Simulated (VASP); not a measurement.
# MgO (Periclase): what each functional gives, and what it costs, part 2 of 3

Which functional reproduces the measured band gap of MgO (Periclase), and what does it cost? LASPH is on for some levels and off for others; the table marks which. The start is a cell from a database of measured crystal structures.

VASP 6.6.1, plane waves and PAW; the level of theory is named at each step.

So far, least gap on mesh and path (eV): step 2 (bands, level LDA) 4.64; step 4 (bands, level PBE) 4.69; step 5 (bands, level r2SCAN) 5.57; step 6 (bands, level TB-mBJ) 6.73; step 7 (bands, level BLYP) 4.98.

The database entry behind the starting cell differs from later determinations by our own check (about 0.1 % long), so it need not match the best structure at ambient conditions.

## Step 8: Bands with TPSS

This step: TPSS; plane waves and PAW (Mg, O) (VASP 6.6.1).

TPSS is an older meta-GGA.

Input file INCAR:

```
SYSTEM = MgO
PREC = Accurate
ENCUT = 520
EDIFF = 1E-06
NELM = 100
ISMEAR = 0
SIGMA = 0.02
LREAL = .FALSE.
ALGO = Normal
METAGGA = TPSS
LASPH = .TRUE.
NBANDS = 16
LORBIT = 11
LWAVE = .FALSE.
LCHARG = .FALSE.
KPAR = 4
```

Input file POSCAR:

```
MgO
1.0
    0.0000000000      2.1085000000      2.1085000000
    2.1085000000      0.0000000000      2.1085000000
    2.1085000000      2.1085000000      0.0000000000
Mg O
1 1
Direct
    0.0000000000      0.0000000000      0.0000000000
    0.5000000000      0.5000000000      0.5000000000
```

Input file KPOINTS:

```
Automatic mesh
0
Gamma
6 6 6
0 0 0
```

Input file KPOINTS_OPT:

```
Line mode
16
Line-mode
Reciprocal
  0.00000000   0.00000000   0.00000000 GAMMA
  0.50000000   0.00000000   0.50000000 X

  0.50000000   0.00000000   0.50000000 X
  0.50000000   0.25000000   0.75000000 W

  0.50000000   0.25000000   0.75000000 W
  0.37500000   0.37500000   0.75000000 K

  0.37500000   0.37500000   0.75000000 K
  0.00000000   0.00000000   0.00000000 GAMMA

  0.00000000   0.00000000   0.00000000 GAMMA
  0.50000000   0.50000000   0.50000000 L

  0.50000000   0.50000000   0.50000000 L
  0.62500000   0.25000000   0.62500000 U

  0.62500000   0.25000000   0.62500000 U
  0.50000000   0.25000000   0.75000000 W

  0.50000000   0.25000000   0.75000000 W
  0.50000000   0.50000000   0.50000000 L

  0.50000000   0.50000000   0.50000000 L
  0.37500000   0.37500000   0.75000000 K

  0.62500000   0.25000000   0.62500000 U
  0.50000000   0.00000000   0.50000000 X
```

The projector-augmented-wave data sets are Mg and O (PBE family, release 64).

On the command line:

```console
$ mpirun -np 4 vasp_std
```

Elapsed: 69 s, on 4 MPI ranks of AMD EPYC 7R43, shared host; peak memory 0.42 GiB; 4.4 min of CPU time.

The electronic bands at the labelled points (eV, zero at the valence-band top; v1 is the highest filled band, c1 the lowest empty one):

| point | v3 | v2 | v1 | c1 | c2 |
| --- | --- | --- | --- | --- | --- |
| Γ | 0.00 | 0.00 | 0.00 | 4.79 | 16.05 |
| 0.53 of the way | -2.86 | -0.82 | -0.82 | 8.50 | 10.97 |
| X | -4.14 | -1.36 | -1.36 | 9.16 | 10.27 |
| 0.53 of the way | -3.80 | -1.99 | -1.60 | 10.18 | 11.28 |
| W | -3.00 | -3.00 | -1.78 | 11.77 | 11.77 |
| 0.47 of the way | -3.38 | -2.73 | -1.50 | 10.84 | 12.27 |
| K | -3.54 | -2.74 | -1.16 | 10.19 | 12.09 |
| 0.53 of the way | -2.79 | -1.05 | -0.35 | 8.00 | 12.21 |
| Γ | 0.00 | 0.00 | 0.00 | 4.79 | 16.05 |
| 0.53 of the way | -2.92 | -0.38 | -0.38 | 7.33 | 12.60 |
| L | -4.66 | -0.66 | -0.66 | 7.95 | 12.83 |
| 0.47 of the way | -4.25 | -1.65 | -0.83 | 9.22 | 12.53 |
| U | -3.54 | -2.74 | -1.16 | 10.19 | 12.09 |
| 0.47 of the way | -3.42 | -2.73 | -1.44 | 10.70 | 12.22 |
| W | -3.00 | -3.00 | -1.78 | 11.77 | 11.77 |
| 0.47 of the way | -3.96 | -2.08 | -1.05 | 9.95 | 12.33 |
| L | -4.66 | -0.66 | -0.66 | 7.95 | 12.83 |
| 0.53 of the way | -4.13 | -1.87 | -0.88 | 9.49 | 12.46 |
| K | -3.54 | -2.74 | -1.16 | 10.19 | 12.09 |
| jump to U | -3.54 | -2.74 | -1.16 | 10.19 | 12.09 |
| 0.47 of the way | -3.97 | -1.88 | -1.30 | 9.61 | 10.86 |
| X | -4.14 | -1.36 | -1.36 | 9.16 | 10.27 |

Of the projections kept (Mg, O), the largest for each band there; the rest of the weight can lie on other orbitals:

| point | v3 | v2 | v1 | c1 | c2 |
| --- | --- | --- | --- | --- | --- |
| Γ | O 0.98 | O 0.98 | O 0.98 | O 0.51 | Mg 1.00 |
| X | O 0.84 | O 0.93 | O 0.93 | Mg 1.00 | Mg 0.90 |
| W | O 0.88 | O 0.88 | O 0.90 | O 0.68 | O 0.68 |
| K | O 0.86 | O 0.87 | O 0.94 | Mg 0.66 | Mg 0.68 |
| Γ | O 0.98 | O 0.98 | O 0.98 | O 0.51 | Mg 1.00 |
| L | O 0.79 | O 0.96 | O 0.96 | Mg 0.63 | O 0.72 |

The gap is 4.79 eV, direct at Γ. Against LDA that is +0.14 eV; this run took 4.4 times the core time. The gap lies -3.04 eV from the measured 7.83 eV.

## Step 9: Starting orbitals for the hybrid

This step: PBE; plane waves and PAW (Mg, O) (VASP 6.6.1).

A hybrid converges badly from random orbitals, so a cheap semilocal run writes a WAVECAR on the same mesh first.

Input file INCAR:

```
SYSTEM = MgO
PREC = Accurate
ENCUT = 520
EDIFF = 1E-05
NELM = 100
ISMEAR = 0
SIGMA = 0.02
LREAL = .FALSE.
ALGO = Normal
GGA = PE
NBANDS = 10
LORBIT = 11
LWAVE = .TRUE.
LCHARG = .FALSE.
KPAR = 4
```

POSCAR is that of step 8.

KPOINTS is that of step 8.

On the command line:

```console
$ mpirun -np 4 vasp_std
```

Wall time 4.2 s (4 MPI ranks); peak memory 0.37 GiB.

The gap is read on the k-mesh alone, so it is an upper bound where the band edges lie off the mesh.

A gap read on the k-mesh alone can miss the band edges.

This step gave:

```yaml
scf_cycles: 11
bands: 10
free_energy_toten: -11.91 eV
fermi_energy: 3.370 eV
pressure: 3.321 GPa
gap_on_the_k_mesh: 4.691 eV
least_direct_gap_on_the_k_mesh: 4.691 eV
```

## Step 10: Bands with HSE06

This step: HSE06; plane waves and PAW (Mg, O) (VASP 6.6.1).

HSE06 mixes in a quarter of exact exchange at short range, at far higher cost; in semiconductors this cures much of the gap error, while metals seldom gain.

Input file INCAR:

```
SYSTEM = MgO
PREC = Accurate
ENCUT = 520
EDIFF = 1E-06
NELM = 100
ISMEAR = 0
SIGMA = 0.02
LREAL = .FALSE.
ALGO = Normal
LHFCALC = .TRUE.
AEXX = 0.25
GGA = PE
HFSCREEN = 0.2
LASPH = .TRUE.
NBANDS = 10
PRECFOCK = Fast
LORBIT = 11
LWAVE = .FALSE.
LCHARG = .FALSE.
KPAR = 4
```

POSCAR is that of step 9.

KPOINTS is that of step 9.

KPOINTS_OPT, as its differences from that of step 8:

```diff
@@ -1,3 +1,3 @@
 Line mode
-16
+6
 Line-mode
```

The run starts from files that an earlier step left in the folder.

On the command line:

```console
$ mpirun -np 4 vasp_std
```

Run time: 6.5 min. Hardware: 4 MPI ranks; peak memory 0.79 GiB.

Electronic bands along the path, in eV, zero at the valence-band top; v1 is the highest filled band, c1 the lowest empty one:

| point | v3 | v2 | v1 | c1 | c2 |
| --- | --- | --- | --- | --- | --- |
| Γ | 0.00 | 0.00 | 0.00 | 6.42 | 17.75 |
| 0.60 of the way | -3.34 | -1.02 | -1.02 | 10.77 | 12.22 |
| X | -4.37 | -1.47 | -1.47 | 10.87 | 11.83 |
| 0.40 of the way | -4.16 | -1.85 | -1.62 | 11.50 | 12.45 |
| W | -3.16 | -3.16 | -1.89 | 13.66 | 13.66 |
| 0.40 of the way | -3.52 | -2.89 | -1.67 | 12.79 | 13.98 |
| K | -3.73 | -2.89 | -1.24 | 11.93 | 13.77 |
| 0.40 of the way | -3.55 | -1.77 | -0.59 | 10.90 | 13.75 |
| Γ | 0.00 | 0.00 | 0.00 | 6.42 | 17.75 |
| 0.40 of the way | -2.06 | -0.26 | -0.26 | 8.32 | 14.98 |
| L | -4.92 | -0.71 | -0.71 | 9.67 | 14.84 |
| 0.60 of the way | -4.21 | -2.21 | -0.99 | 11.53 | 14.34 |
| U | -3.73 | -2.89 | -1.24 | 11.93 | 13.77 |
| 0.40 of the way | -3.64 | -2.88 | -1.46 | 12.35 | 13.87 |
| W | -3.16 | -3.16 | -1.89 | 13.66 | 13.66 |
| 0.40 of the way | -4.00 | -2.42 | -1.23 | 12.13 | 14.15 |
| L | -4.92 | -0.71 | -0.71 | 9.67 | 14.84 |
| 0.60 of the way | -4.21 | -2.21 | -0.99 | 11.53 | 14.34 |
| K | -3.73 | -2.89 | -1.24 | 11.93 | 13.77 |
| jump to U | -3.73 | -2.89 | -1.24 | 11.93 | 13.77 |
| 0.40 of the way | -4.14 | -2.11 | -1.38 | 11.42 | 12.62 |
| X | -4.37 | -1.47 | -1.47 | 10.87 | 11.83 |

Of the projections kept (Mg, O), the largest for each band there; the rest of the weight can lie on other orbitals:

| point | v3 | v2 | v1 | c1 | c2 |
| --- | --- | --- | --- | --- | --- |
| Γ | O 0.98 | O 0.98 | O 0.98 | Mg 0.50 | Mg 1.00 |
| X | O 0.85 | O 0.93 | O 0.93 | Mg 1.00 | Mg 0.90 |
| W | O 0.88 | O 0.88 | O 0.90 | O 0.66 | O 0.66 |
| K | O 0.86 | O 0.87 | O 0.94 | Mg 0.71 | Mg 0.69 |
| Γ | O 0.98 | O 0.98 | O 0.98 | Mg 0.50 | Mg 1.00 |
| L | O 0.80 | O 0.96 | O 0.96 | Mg 0.63 | O 0.70 |

The gap is 6.42 eV, direct at Γ. Against LDA that is +1.78 eV; this run took 25 times the core time, on fewer points of the path. The gap lies -1.41 eV from the measured 7.83 eV.

## Step 11: Bands with HSEsol

This step: HSEsol; plane waves and PAW (Mg, O) (VASP 6.6.1).

HSEsol is the screened hybrid built on PBEsol.

INCAR, as its differences from that of step 10:

```diff
@@ -11,3 +11,3 @@
 AEXX = 0.25
-GGA = PE
+GGA = PS
 HFSCREEN = 0.2
```

POSCAR is that of step 10.

KPOINTS is that of step 10.

KPOINTS_OPT is that of step 10.

On the command line:

```console
$ mpirun -np 4 vasp_std
```

The job ended after 5.9 min (4 MPI ranks; peak memory 0.78 GiB; 22 min of CPU time).

The electronic bands at the labelled points (eV, zero at the valence-band top; v1 is the highest filled band, c1 the lowest empty one):

| point | v3 | v2 | v1 | c1 | c2 |
| --- | --- | --- | --- | --- | --- |
| Γ | 0.00 | 0.00 | 0.00 | 6.36 | 17.63 |
| 0.60 of the way | -3.37 | -1.03 | -1.03 | 10.71 | 12.09 |
| X | -4.41 | -1.48 | -1.48 | 10.73 | 11.75 |
| 0.40 of the way | -4.20 | -1.87 | -1.63 | 11.37 | 12.37 |
| W | -3.19 | -3.19 | -1.91 | 13.55 | 13.55 |
| 0.40 of the way | -3.56 | -2.92 | -1.69 | 12.67 | 13.91 |
| K | -3.77 | -2.92 | -1.25 | 11.81 | 13.70 |
| 0.40 of the way | -3.58 | -1.79 | -0.60 | 10.82 | 13.64 |
| Γ | 0.00 | 0.00 | 0.00 | 6.36 | 17.63 |
| 0.40 of the way | -2.08 | -0.26 | -0.26 | 8.25 | 14.86 |
| L | -4.96 | -0.72 | -0.72 | 9.56 | 14.76 |
| 0.60 of the way | -4.26 | -2.23 | -1.00 | 11.42 | 14.25 |
| U | -3.77 | -2.92 | -1.25 | 11.81 | 13.70 |
| 0.40 of the way | -3.68 | -2.91 | -1.48 | 12.23 | 13.79 |
| W | -3.19 | -3.19 | -1.91 | 13.55 | 13.55 |
| 0.40 of the way | -4.04 | -2.45 | -1.25 | 12.02 | 14.05 |
| L | -4.96 | -0.72 | -0.72 | 9.56 | 14.76 |
| 0.60 of the way | -4.26 | -2.23 | -1.00 | 11.42 | 14.25 |
| K | -3.77 | -2.92 | -1.25 | 11.81 | 13.70 |
| jump to U | -3.77 | -2.92 | -1.25 | 11.81 | 13.70 |
| 0.40 of the way | -4.18 | -2.13 | -1.39 | 11.29 | 12.55 |
| X | -4.41 | -1.48 | -1.48 | 10.73 | 11.75 |

Of the projections kept (Mg, O), the largest for each band there; the rest of the weight can lie on other orbitals:

| point | v3 | v2 | v1 | c1 | c2 |
| --- | --- | --- | --- | --- | --- |
| Γ | O 0.98 | O 0.98 | O 0.98 | O 0.51 | Mg 1.00 |
| X | O 0.85 | O 0.93 | O 0.93 | Mg 1.00 | Mg 0.90 |
| W | O 0.88 | O 0.88 | O 0.90 | O 0.66 | O 0.66 |
| K | O 0.86 | O 0.87 | O 0.94 | Mg 0.70 | Mg 0.69 |
| Γ | O 0.98 | O 0.98 | O 0.98 | O 0.51 | Mg 1.00 |
| L | O 0.79 | O 0.96 | O 0.96 | Mg 0.63 | O 0.71 |

The gap is 6.36 eV, direct at Γ. Against LDA that is +1.71 eV; this run took 23 times the core time, on fewer points of the path. The gap lies -1.47 eV from the measured 7.83 eV.

## Step 12: Bands with B3LYP

This step: B3LYP; plane waves and PAW (Mg, O) (VASP 6.6.1).

B3LYP, with a fifth of exact exchange, was fitted to molecules.

INCAR, as its differences from that of step 11:

```diff
@@ -10,5 +10,7 @@
 LHFCALC = .TRUE.
-AEXX = 0.25
-GGA = PS
-HFSCREEN = 0.2
+AEXX = 0.2
+GGA = B3
+AGGAX = 0.72
+AGGAC = 0.81
+ALDAC = 0.19
 LASPH = .TRUE.
@@ -16,2 +18,3 @@
 PRECFOCK = Fast
+HFRCUT = -1
 LORBIT = 11
```

POSCAR is that of step 11.

KPOINTS is that of step 11.

KPOINTS_OPT is that of step 11.

On the command line:

```console
$ mpirun -np 4 vasp_std
```

It took 4.8 min on 4 MPI ranks; peak memory 0.5 GiB; 19 min of CPU time.

Electronic bands along the path, in eV, zero at the valence-band top; v1 is the highest filled band, c1 the lowest empty one:

| point | v3 | v2 | v1 | c1 | c2 |
| --- | --- | --- | --- | --- | --- |
| Γ | 0.00 | 0.00 | 0.00 | 6.94 | 18.14 |
| 0.60 of the way | -3.23 | -0.99 | -0.99 | 11.16 | 12.81 |
| X | -4.23 | -1.43 | -1.43 | 11.47 | 12.12 |
| 0.40 of the way | -4.03 | -1.79 | -1.58 | 12.08 | 12.73 |
| W | -3.06 | -3.06 | -1.85 | 14.14 | 14.14 |
| 0.40 of the way | -3.41 | -2.81 | -1.63 | 13.29 | 14.22 |
| K | -3.61 | -2.81 | -1.21 | 12.44 | 14.04 |
| 0.40 of the way | -3.45 | -1.72 | -0.58 | 11.34 | 14.26 |
| Γ | 0.00 | 0.00 | 0.00 | 6.94 | 18.14 |
| 0.40 of the way | -2.00 | -0.25 | -0.25 | 8.79 | 15.48 |
| L | -4.78 | -0.69 | -0.69 | 10.23 | 15.17 |
| 0.60 of the way | -4.10 | -2.14 | -0.97 | 12.04 | 14.71 |
| U | -3.61 | -2.81 | -1.21 | 12.44 | 14.04 |
| 0.40 of the way | -3.52 | -2.79 | -1.43 | 12.86 | 14.13 |
| W | -3.06 | -3.06 | -1.85 | 14.14 | 14.14 |
| 0.40 of the way | -3.89 | -2.34 | -1.20 | 12.62 | 14.56 |
| L | -4.78 | -0.69 | -0.69 | 10.23 | 15.17 |
| 0.60 of the way | -4.10 | -2.14 | -0.97 | 12.04 | 14.71 |
| K | -3.61 | -2.81 | -1.21 | 12.44 | 14.04 |
| jump to U | -3.61 | -2.81 | -1.21 | 12.44 | 14.04 |
| 0.40 of the way | -4.00 | -2.05 | -1.35 | 11.97 | 12.92 |
| X | -4.23 | -1.43 | -1.43 | 11.47 | 12.12 |

Of the projections kept (Mg, O), the largest for each band there; the rest of the weight can lie on other orbitals:

| point | v3 | v2 | v1 | c1 | c2 |
| --- | --- | --- | --- | --- | --- |
| Γ | O 0.98 | O 0.98 | O 0.98 | Mg 0.50 | Mg 1.00 |
| X | O 0.85 | O 0.93 | O 0.93 | Mg 1.00 | Mg 0.90 |
| W | O 0.88 | O 0.88 | O 0.90 | O 0.65 | O 0.65 |
| K | O 0.87 | O 0.87 | O 0.94 | Mg 0.74 | Mg 0.67 |
| Γ | O 0.98 | O 0.98 | O 0.98 | Mg 0.50 | Mg 1.00 |
| L | O 0.80 | O 0.96 | O 0.96 | Mg 0.63 | O 0.69 |

The gap is 6.94 eV, direct at Γ. Against LDA that is +2.29 eV; this run took 18 times the core time, on fewer points of the path. The gap lies -0.89 eV from the measured 7.83 eV.

## Step 13: Dielectric constant for the exchange share

This step: PBE; plane waves and PAW (Mg, O) (VASP 6.6.1).

The share of exact exchange of the next level is the inverse of the dielectric constant, which this PBE response run supplies.

Input file INCAR:

```
SYSTEM = MgO
PREC = Accurate
ENCUT = 520
EDIFF = 1E-08
NELM = 100
ISMEAR = 0
SIGMA = 0.01
LREAL = .FALSE.
ALGO = Normal
GGA = PE
NBANDS = 10
LORBIT = 11
LWAVE = .FALSE.
LCHARG = .FALSE.
KPAR = 4
LEPSILON = .TRUE.
```

POSCAR is that of step 12.

Input file KPOINTS:

```
Automatic mesh
0
Gamma
10 10 10
0 0 0
```

On the command line:

```console
$ mpirun -np 4 vasp_std
```

Wall time 58 s (4 MPI ranks); peak memory 0.57 GiB; 3.6 min of CPU time.

Energies printed during the response cycles are not total energies of the cell. At this level the cell is under a pressure of 3.4 GPa, so at these settings it is away from equilibrium.

This step gave:

| Item | Value |
| --- | --- |
| irreducible k-points | 47 |
| Fermi energy | 3.272 eV |
| pressure | 3.370 GPa |
| gap on the k-mesh | 4.692 eV |
| least direct gap on the k-mesh | 4.692 eV |

Electronic dielectric tensor with local fields:

```
3.13 0.00 0.00
0.00 3.13 0.00
0.00 0.00 3.13
```

Born effective charge (e), principal values of the symmetric part by kind of site:

| atom | atoms with these values | low | middle | high | mean |
| --- | --- | --- | --- | --- | --- |
| Mg1 | 1 | 1.97 | 1.97 | 1.97 | 1.97 |
| O2 | 1 | -1.97 | -1.97 | -1.97 | -1.97 |

In full for O2:

```
-1.97  0.00  0.00
 0.00 -1.97  0.00
 0.00  0.00 -1.97
```

The Born charges sum to zero; the printed set may have that rule imposed, so this is no test. The mean Born charge of O, -1.97 e, lies near its nominal -2, though a dynamic charge doesn't by itself measure how ionic a bond is.

## Step 14: Bands with PBE-EpsX, ε∞ used 3.134

This step: PBE-EpsX, exact-exchange share 1/3.134; plane waves and PAW (Mg, O) (VASP 6.6.1).

Here the share of exact exchange is set to the inverse of the computed dielectric constant, since screening weakens exchange.

Input file INCAR:

```
SYSTEM = MgO
PREC = Accurate
ENCUT = 520
EDIFF = 1E-06
NELM = 100
ISMEAR = 0
SIGMA = 0.02
LREAL = .FALSE.
ALGO = Normal
LHFCALC = .TRUE.
AEXX = 0.319
GGA = PE
LASPH = .TRUE.
NBANDS = 10
PRECFOCK = Fast
HFRCUT = -1
LORBIT = 11
LWAVE = .FALSE.
LCHARG = .FALSE.
KPAR = 4
```

POSCAR is that of step 13.

Input file KPOINTS:

```
Automatic mesh
0
Gamma
6 6 6
0 0 0
```

KPOINTS_OPT is that of step 12.

On the command line:

```console
$ mpirun -np 4 vasp_std
```

It took 5.3 min on 4 MPI ranks; peak memory 0.49 GiB.

The electronic bands at the labelled points (eV, zero at the valence-band top; v1 is the highest filled band, c1 the lowest empty one):

| point | v3 | v2 | v1 | c1 | c2 |
| --- | --- | --- | --- | --- | --- |
| Γ | 0.00 | 0.00 | 0.00 | 7.84 | 19.28 |
| 0.60 of the way | -3.42 | -1.05 | -1.05 | 12.29 | 13.67 |
| X | -4.48 | -1.51 | -1.51 | 12.30 | 13.33 |
| 0.40 of the way | -4.27 | -1.90 | -1.66 | 12.95 | 13.96 |
| W | -3.24 | -3.24 | -1.94 | 15.18 | 15.18 |
| 0.40 of the way | -3.61 | -2.97 | -1.71 | 14.28 | 15.52 |
| K | -3.83 | -2.96 | -1.28 | 13.39 | 15.31 |
| 0.40 of the way | -3.63 | -1.82 | -0.61 | 12.40 | 15.25 |
| Γ | 0.00 | 0.00 | 0.00 | 7.84 | 19.28 |
| 0.40 of the way | -2.10 | -0.27 | -0.27 | 9.77 | 16.48 |
| L | -5.03 | -0.73 | -0.73 | 11.11 | 16.44 |
| 0.60 of the way | -4.32 | -2.27 | -1.02 | 13.01 | 15.90 |
| U | -3.83 | -2.96 | -1.28 | 13.39 | 15.31 |
| 0.40 of the way | -3.73 | -2.95 | -1.50 | 13.82 | 15.41 |
| W | -3.24 | -3.24 | -1.94 | 15.18 | 15.18 |
| 0.40 of the way | -4.10 | -2.48 | -1.27 | 13.62 | 15.70 |
| L | -5.03 | -0.73 | -0.73 | 11.11 | 16.44 |
| 0.60 of the way | -4.32 | -2.27 | -1.02 | 13.01 | 15.90 |
| K | -3.83 | -2.96 | -1.28 | 13.39 | 15.31 |
| jump to U | -3.83 | -2.96 | -1.28 | 13.39 | 15.31 |
| 0.40 of the way | -4.24 | -2.17 | -1.42 | 12.86 | 14.13 |
| X | -4.48 | -1.51 | -1.51 | 12.30 | 13.33 |

Of the projections kept (Mg, O), the largest for each band there; the rest of the weight can lie on other orbitals:

| point | v3 | v2 | v1 | c1 | c2 |
| --- | --- | --- | --- | --- | --- |
| Γ | O 0.98 | O 0.98 | O 0.98 | Mg 0.50 | Mg 1.00 |
| X | O 0.85 | O 0.93 | O 0.93 | Mg 1.00 | Mg 0.91 |
| W | O 0.88 | O 0.88 | O 0.90 | O 0.66 | O 0.66 |
| K | O 0.87 | O 0.87 | O 0.94 | Mg 0.72 | Mg 0.69 |
| Γ | O 0.98 | O 0.98 | O 0.98 | Mg 0.50 | Mg 1.00 |
| L | O 0.80 | O 0.96 | O 0.96 | Mg 0.63 | O 0.70 |

The gap is 7.84 eV, direct at Γ. Against LDA that is +3.20 eV; this run took 20 times the core time, on fewer points of the path. The gap lies +0.01 eV from the measured 7.83 eV.

[end of part 2 of 3]

[Lines on the potential files, build, host, timing and source positions are cut from VASP's logs without a mark.]

[Logs are printed without paths, hosts, clocks, repeated set-up lines and the standing remarks that a program may print on its own settings, such as how far it seeks lower states.]

[Hosts, paths, dates, database ids (printed as entryN), source tags and the programs' standing remarks are cut or masked in the printed files.]

[A measured line is paired with the nearest computed mode of its activity, which favours agreement.]
